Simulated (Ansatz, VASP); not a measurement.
# ZrSeBr in two plane-wave programs, part 2 of 2

One calculation is typed for both programs; each brings its own data sets. How far apart do they land? The cell is invented: other elements were put on sites of a known structure type. It may not be a known or stable phase. The cell is taken from a series of VASP runs on this material, whose earlier steps may have relaxed, scaled or displaced it; both programs get it as it stands. Valence electrons are named where the data sets of a main pair hold unlike numbers.

VASP 6.6.1 and Ansatz 0.2.0.

So far: The structure; VASP: zone-centre phonons, BLYP.

**3. Ansatz: zone-centre phonons, BLYP**

Level of this step: Ansatz beside VASP: Kohn-Sham DFT, plane waves, BLYP (Ansatz).

Ansatz runs on its default PAW (the set named soft_2) files.

The same cell, functional (in two slightly different forms), mesh and smearing now go to Ansatz, which takes its cutoff from its data sets.

input.yaml reads:

```yaml
crystal:
  lattice:
    - [5.0760089739, 0.0, 0.0]
    - [-2.538004487, 4.3959527212, 0.0]
    - [0.0, 0.0, 3.2121108523]
  atoms:
    - { symbol: Zr, position: [0.0, 0.0, 0.5] }
    - { symbol: Se, position: [0.33333333, 0.66666667, 0.0] }
    - { symbol: Br, position: [0.66666667, 0.33333333, 0.0] }
hamiltonian:
  xc: blyp
  pseudopotentials: { kind: paw }
kpoints:
  mp_grid: { grid: [9, 9, 12] }
scf:
  occupations: { method: methfessel_paxton, width: 0.2 }
phonons:
  method: dfpt
  qpoints: [[0, 0, 0]]
```

On the command line:

```console
$ ansatz run input.yaml --threads 4 --pin off --max-ram 9216MiB --backend cpu --events-out ev --progress --plain --runs-dir out
```

Numbers of over 12 decimals in the logs are rounded to 6 here.

Output:

```text
zone centre: on kpoints.mp_grid the ground state, and the responses unless they are solved on pairs of k-points, stand on 175 of the mesh's 972 k-points, reduced under 4 symmetry operations, with k and −k counted as one. Each operation leaves every solved displacement unchanged or reverses it
Engine: ansatz 0.2.0, aarch64-unknown-linux-gnu
Pseudopotentials: kind: paw
Pseudopotential: Zr, paw, valence charge 12, recommended cutoff 420 eV (normal), Zr.paw.azcp
Pseudopotential: Se, paw, valence charge 16, recommended cutoff 420 eV (normal), Se.paw.azcp
Pseudopotential: Br, paw, valence charge 7, recommended cutoff 420 eV (normal), Br.paw.azcp
Functional definition: BLYP
  parameter beta = 0.0042
  parameter a = 0.04918
  parameter b = 0.132
  parameter c = 0.2533
  parameter d = 0.349
  exchange = b88_x(beta = beta)
  correlation = lyp_c(a = a, b = b, c = c, d = d)
Crystal: 3 atoms, lattice volume = 71.675 Å³
Basis set: ecut = 420 eV, 1433 PW (Γ), exchange–correlation on 72×72×48 points (8 copies of the dense FFT grid, shifted against one another)
Bands: 22, of which v1, the nominal top of the filled ones, is band 18 counted from 1 (17 counted from 0)
Symmetry: 12 space group operations
k-points: 175 of 972 (irreducible under 4 space group operations, time reversal used)
Non-local potential: Zr, projectors of the file, l = 0: 3, l = 1: 2, l = 2: 2, l = 3: 2
Non-local potential: Se, projectors of the file, l = 0: 2, l = 1: 2, l = 2: 3, l = 3: 1
Non-local potential: Br, projectors of the file, l = 0: 2, l = 1: 2, l = 2: 2
PAW form: soft (Blöchl's): semilocal exchange-correlation on the pseudo side does not see the compensation charge
PAW frozen core: Zr, regenerated for the run's functional, and the local potential with it (the file was generated under x = pbe(κ = 0.804, μ = 0.219515), c = pbe(β = 0.066725))
PAW frozen core: Se, regenerated for the run's functional, and the local potential with it (the file was generated under x = pbe(κ = 0.804, μ = 0.219515), c = pbe(β = 0.066725))
PAW frozen core: Br, regenerated for the run's functional, and the local potential with it (the file was generated under x = pbe(κ = 0.804, μ = 0.219515), c = pbe(β = 0.066725))
PAW one-centre angular grid: Zr, 590 points (default); XC on 64 Gauss nodes
PAW one-centre angular grid: Se, 590 points (default); XC on 64 Gauss nodes
PAW one-centre angular grid: Br, 110 points (default); XC on 64 Gauss nodes
Initial density: superposition of atomic densities (neutral atoms: chi_scale 0, normalization atom), corrected by the library's trained network
Initial wavefunctions: pseudopotential atomic-orbital guess
Functional: x = b88, c = lyp
SCF iter   1: F=—  HF=-12471.431974 eV  |F-HF|=—  |Δ(HF+E_count)|=         —  Δρ=1.13e-2  dr2=1.02e-1  ethr=1.77e-3  ⟨swp⟩=5.6  Hψ=36332  notcnv=0
automatic band count: the SCF goes on with 26 bands, as 22 were too few: they end inside the smearing window of the response
preconditioner: auto → none  [metal: Δε(μ)=0.006 eV  Ē_g=9.327 eV  σ=0.200 eV  W_gap=0.02  n_scr=8 (ndim 8)  ℏωp=18.1 eV  f_vac=0.000  D(μ)=3.12/eV (n_scr^D=26)  sad-step TF]
SCF iter   2: F=—  HF=-12471.414740 eV  |F-HF|=—  |Δ(HF+E_count)|=   1.72e-2  S|Δr|=    0.00e0  Δρ=6.76e-3  dr2=3.97e-2  ethr=2.91e-4  ⟨swp⟩=1.1  Hψ=5975  notcnv=0
SCF iter   3: F=—  HF=-12471.406618 eV  |F-HF|=—  |Δ(HF+E_count)|=   8.12e-3  S|Δr|=    0.00e0  Δρ=8.61e-4  dr2=8.32e-4  ethr=1.14e-4  ⟨swp⟩=2.0  Hψ=5650  notcnv=0
SCF iter   4: F=—  HF=-12471.406515 eV  |F-HF|=—  |Δ(HF+E_count)|=   1.03e-4  S|Δr|=    0.00e0  Δρ=2.54e-4  dr2=3.10e-5  ethr=2.38e-6  ⟨swp⟩=2.0  Hψ=7045  notcnv=0
SCF iter   5: F=—  HF=-12471.406521 eV  |F-HF|=—  |Δ(HF+E_count)|=   6.32e-6  S|Δr|=    0.00e0  Δρ=5.22e-5  dr2=1.74e-6  ethr=8.86e-8  ⟨swp⟩=2.0  Hψ=7146  notcnv=0
SCF iter   6: F=—  HF=-12471.406522 eV  |F-HF|=—  |Δ(HF+E_count)|=   9.94e-7  S|Δr|=    0.00e0  Δρ=1.76e-5  dr2=2.54e-7  ethr=4.98e-9  ⟨swp⟩=2.0  Hψ=6490  notcnv=0
SCF iter   7: F=—  HF=-12471.406522 eV  |F-HF|=—  |Δ(HF+E_count)|=   5.07e-8  S|Δr|=    0.00e0  Δρ=4.59e-6  dr2=9.96e-9  ethr=7.27e-10  ⟨swp⟩=2.1  Hψ=5946  notcnv=0
SCF iter   8: F=—  HF=-12471.406522 eV  |F-HF|=—  |Δ(HF+E_count)|=   1.80e-8  S|Δr|=    0.00e0  Δρ=1.31e-6  dr2=1.25e-9  ethr=2.85e-11  ⟨swp⟩=2.1  Hψ=6478  notcnv=0
SCF iter   9: F=—  HF=-12471.406522 eV  |F-HF|=—  |Δ(HF+E_count)|=   1.19e-9  S|Δr|=    0.00e0  Δρ=3.12e-7  dr2=1.13e-10  ethr=3.58e-12  ⟨swp⟩=2.2  Hψ=6026  notcnv=0
SCF iter  10: F=-12471.406522 eV  HF=-12471.406522 eV  |F-HF|=3.64e-12  |Δ(HF+E_count)|=  4.00e-11  S|Δr|=    0.00e0  Δρ=4.57e-8  dr2=1.68e-12  ethr=1.00e-12  ⟨swp⟩=9.9  Hψ=25832  notcnv=0
SCF 1 converged in 10 iterations: F = -12471.406522 eV  dr2 = 1.68e-12
  greatest PAW one-centre occupation: 1.000 electrons in one spin orbital (limit 2), on the Se atom at site 1 (counted from 0), in its partial waves of l = 2
DFPT response loops at Γ: preconditioner auto → Kerker (q_TF=auto, 2.421 Å⁻¹) (partly filled bands, converged f_vac=0.000); β = 1.00, the filter's whole step (`scf.mixing.beta` (0.50) is not read by the response loops under this deck's `scf.mixing.preconditioner`; to damp them name `kerker` or `kerker_dos`, under which they read `scf.mixing.beta`, and type it under 1.00, their step now; both keys bind the ground state too); Broyden in place of MSR1
SCF converged after 10 iterations
Stability not checked: this state was not tested for a lower state beside it, because cold or Methfessel-Paxton smearing, or corrected tetrahedra, fill the levels in a way that the test cannot read (fill_not_monotonic; see scf.lower_state_search)
Free energy (F): -12471.406522 eV
Harris-Foulkes:  -12471.406522 eV  (|F-HF|=3.64e-12)
Internal energy: -12471.399799 eV  (E = F + TS)
E sigma→0 (E₀):  -12471.404841 eV
Entropy (-TS):   -0.006724 eV (-2.241 meV/atom)
Fermi energy:    11.027568 eV
--- Per-component energies (eV) ---
  E_band       = -470.443869
  E_kinetic    = 582.775461
  E_local      = -3340.968427  (includes V_loc(G=0)·N_el)
  E_nonlocal   = -445.098877
  E_hartree    = 1494.518269
  E_xc         = -523.873466
  E_vxc        = -382.513262  (∫ρ·V_xc dr)
  E_paw        = -7153.334475  (= ΣΔE_a)
  E_vpaw       = 126.325284  (= ΣTr[D̂ρ^β])
  E_aug_tail   = -0.000598  (compensation charges beyond the density's cutoff)
  E_ewald      = -3085.835778
  E_core_change = 0.418091  (= ΣΔE_core)
  E_smearing   = -0.006724  (= −TS)
  E_closure    = -0.000000  (closes the sum)
  Σ components = -12471.406522   (vs F -12471.406522, Δ=0.00e0)
--- Band table (eV; the first three rows and the last of 175) ---
  k-point 0: bands = [... 14 lower, 8.4575, 8.8353, 8.8890, 11.7986, 11.9568, 12.4514, 12.4514, 12.6566, ... 4 higher]
  k-point 1: bands = [... 14 lower, 8.4365, 8.4365, 9.0774, 11.2169, 12.3472, 12.3472, 12.4558, 12.6511, ... 4 higher]
  k-point 2: bands = [... 14 lower, 8.3716, 8.3716, 9.6874, 10.2717, 12.0867, 12.0867, 12.6317, 12.6317, ... 4 higher]
  k-point 174: bands = [... 14 lower, 6.5263, 8.9728, 10.5574, 11.0748, 11.3235, 11.5947, 12.0502, 12.4262, ... 4 higher]
--- Phonons (Γ-DFPT): 6 representative perturbations + reference, on 175 of 972 k-points (Σ response iterations 18) ---
  k mesh reduced under 4 symmetry operations, with k and −k counted as one. Each operation leaves every solved displacement unchanged or reverses it
  ASR residual: 2.107e-3 → 0.000e0 eV/Å²; symmetrization residual: 6.051e-6 eV/Å²
  ASR residual per site (eV/Å²): 1.64e-5 4.90e-4 2.11e-3
  Γ frequencies (cm⁻¹): -166.43 -125.89 -122.80 -122.80 0.00 0.00 0.00 178.01 178.01
  non-analytic LO–TO correction: not included (Born effective charges unavailable; polar crystals: no LO–TO splitting at Γ)
--- Phonons (arbitrary-q DFPT): 1 explicit q-point ---
  q = [0, 0, 0] (of the zone-centre solve; hermiticity 2.23e-6, symmetrization 2.22e-10): -166.43 -125.89 -122.80 -122.80 0.00 0.00 0.00 178.01 178.01
  sum rule: each row above includes the acoustic sum rule's correction from the zone centre's row sums; it moved no ω² by more than (2.68 cm⁻¹)²
```

The job ended after 56 s (4 threads of Arm Neoverse V2, shared host; peak memory 1.2 GiB; 3.5 min of CPU time).

**4. Differences**

Known differences besides the potentials themselves: the data sets hold 35 valence electrons in Ansatz (on its default PAW (the set named soft_2) files) and 25 in VASP; the cutoff is 420 eV in Ansatz and 400 eV in VASP; Ansatz makes its cores anew for this functional, VASP keeps those of its PBE data sets; VASP leaves aspherical gradient terms in its spheres out (LASPH is not set), Ansatz keeps them; VASP's log shows a relativistic correction to its local exchange, Ansatz's none. Total energies have different zeros and are not compared.

The two programs side by side:

| quantity | Ansatz | VASP | difference |
| --- | --- | --- | --- |
| optical mode 1 (imaginary, printed as negative) (cm⁻¹) | -166.4 | -157.8 | -8.6 |
| optical mode 2 (imaginary, printed as negative) (cm⁻¹) | -125.9 | -124.7 | -1.2 |
| optical mode 3 to 4 (imaginary, printed as negative) (cm⁻¹) | -122.8 | -122.0 | -0.8 |
| optical mode 5 to 6 (cm⁻¹) | 178.0 | 179.0 | -0.53 % |

Modes are paired by rising frequency, not by their patterns, so a pair may set unlike modes beside each other; they are those without the splitting of longitudinal modes.

**5. What came out**

```json
{
 "r.m.s. difference of the optical zone-centre modes, each program's sorted by frequency (zone-centre phonons, BLYP)": "3.6 cm⁻¹",
 "difference in optical mode 5 to 6 (zone-centre phonons, BLYP)": "-0.5 %"
}
```

In words: The r.m.s. difference of the optical zone-centre modes, each program's sorted by frequency is 3.6 cm⁻¹ (zone-centre phonons, BLYP). The data sets hold unlike numbers of valence electrons (35 in Ansatz and 25 in VASP), so part of the differences comes from the potentials. Among the rows given in per cent, the largest difference of the zone-centre phonons, BLYP pair is in optical mode 5 to 6, -0.5 %. How closely two codes agree says nothing of how well the functional describes the real material.

[Lines on the potential files, build, host, timing and source positions are cut from VASP's logs without a mark.]

[Logs are printed without paths, hosts, clocks, repeated set-up lines and the standing remarks that a program may print on its own settings, such as how far it seeks lower states.]

[Hosts, paths, dates, database ids (printed as entryN), source tags and the programs' standing remarks are cut or masked in the printed files.]
